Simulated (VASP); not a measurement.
An input for Quantum ESPRESSO's pw.x (written as the equivalent of a VASP run, and not itself run):

```
&CONTROL
  calculation = 'scf'
  pseudo_dir = './pseudo'
  outdir = './out'
  tprnfor = .true.
  tstress = .true.
/
&SYSTEM
  ibrav = 0
  nat = 3
  ntyp = 2
  ecutwfc = 70
  occupations = 'smearing'
  smearing = 'gaussian'
  degauss = 0.003675
  input_dft = 'pbe'
/
&ELECTRONS
  conv_thr = 7.3e-08
  electron_maxstep = 100
/
ATOMIC_SPECIES
  Pb 207.200 Pb.upf
  I 126.904 I.upf
CELL_PARAMETERS angstrom
     2.2458000   -3.8880170    0.0000000
     2.2458000    3.8880170    0.0000000
     0.0000000    0.0000000    6.9816360
ATOMIC_POSITIONS crystal
  Pb   0.0000000  0.0000000  0.0000000
  I    0.3333330  0.6666670  0.2680000
  I    0.6752120  0.3418780  0.7320000
K_POINTS automatic
  5 5 3 0 0 0
```

Task: Translate this input to VASP (INCAR, KPOINTS, POSCAR, choice of POTCAR).

Result: This is not unique; one that fits is 
INCAR:
```
ALGO = VeryFast
EDIFF = 1E-6
ENCUT = 400
GGA = PE
ISIF = 2
ISMEAR = 0
LASPH = .True.
LCHARG = .False.
LMAXMIX = 4
LREAL = .False.
LWAVE = .False.
NELM = 100
PREC = Accurate
SIGMA = 0.05
SYSTEM = PbI2
```

**POSCAR**
```
PbI2
1
    2.2458000000    -3.8880170000     0.0000000000
    2.2458000000     3.8880170000     0.0000000000
    0.0000000000     0.0000000000     6.9816360000
Pb I
1 2
Direct
  0.0000000000   0.0000000000   0.0000000000
  0.3333330000   0.6666670000   0.2680000000
  0.6752120000   0.3418780000   0.7320000000
```

KPOINTS:
```
Automatic
0
gamma
5 5 3
0 0 0
```

POTCAR, in this order: Pb_d I (PBE.64 set). Program: vasp_std.

Limits of the translation: the potentials are each code's own (VASP's PAW set, PseudoDojo norm-conserving files in pw.x), so ENCUT and ecutwfc are chosen apart and not converted; conv_thr bounds pw.x's estimated SCF error, while EDIFF bounds the energy change between steps.

The compound is PbI2 in the 1T layered structure. The cell was not relaxed at this level, atoms are displaced from their ideal sites. The run is one of a series of settings (ALGO = VeryFast against the base run), some of them coarse on purpose.
